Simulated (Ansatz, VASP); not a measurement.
## ZrCdF4: VASP beside Ansatz

```xyz
6
Lattice="0.0000 3.4367 3.4367 3.4367 0.0000 3.4367 3.4367 3.4367 0.0000" Properties=species:S:1:pos:R:3 pbc="T T T"
Zr    0.0000    0.0000    0.0000
Cd    1.7183    1.7183    1.7183
F     4.2944    2.5789    2.5789
F     2.5789    2.5789    4.2944
F     2.5789    4.2944    2.5789
F     4.2944    4.2944    4.2944
```

Change from the starting cell: species swapped into the LuNi4Sn type (F-43m, No. 216).

Alike in both runs: task relaxation of cell and atoms; functional PBE; k mesh 4 × 4 × 4; occupations gaussian, width 0.1 eV; no spin polarisation.

```csv
,VASP,Ansatz
version,VASP 6.6.1,Ansatz 0.2.0
potentials or method,"VASP PAW PBE potentials, release 64 (Zr_sv, Cd, F)","scalar-relativistic, plane waves, PAW"
plane-wave cutoff (eV),600,420
valence electrons in the cell,52,60
```

```csv
,VASP,Ansatz,Ansatz less VASP
"gap on the k mesh at the Fermi level, each at its own relaxed structure (eV)",0.58,0.59,+0.005
relaxed volume (Å³/atom),12.15,12.22,+0.069
relaxed cell length with the largest relative difference (Å),4.689,4.697,+0.0088
energy change over the relaxation (meV/atom),-41,-40,+0.9
```

The two sets of potentials don't hold the same shells in valence.

A k mesh can miss the band edges.
